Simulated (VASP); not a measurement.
```xyz
6
Lattice="1.5897 -2.7535 0.0000 1.5897 2.7535 0.0000 0.0000 0.0000 11.9935" Properties=species:S:1:pos:R:3 pbc="T T T"
Mo     1.5897     0.9178     2.9984
Mo     1.5897    -0.9178     8.9952
Se     1.5897     0.9178    10.6738
Se     1.5897    -0.9178     4.6771
Se     1.5897    -0.9178     1.3197
Se     1.5897     0.9178     7.3165
```

Method: PBEsol GGA, VASP's PBE PAW potentials (set 64) (plane waves; VASP 6.6.1). Numerical set-up: 500 eV cut-off, 8×8×2 Γ-centred mesh, Gaussian smearing of 0.050 eV, potentials Mo_sv Se.

Without a dispersion term in the relaxation, distances and binding between the weakly bound layers, chains or molecules are unreliable, and so is what depends on them.

Q: Predict the energy per atom (σ→0), pressure.

A: 
```yaml
energy per atom (σ→0): -7144 meV/atom
pressure: 10.01 GPa
```

Only differences to runs with the same potentials and settings are physical.

The compound is MoSe2 in the 2H layered structure. It was relaxed first under an external pressure of 10 GPa.
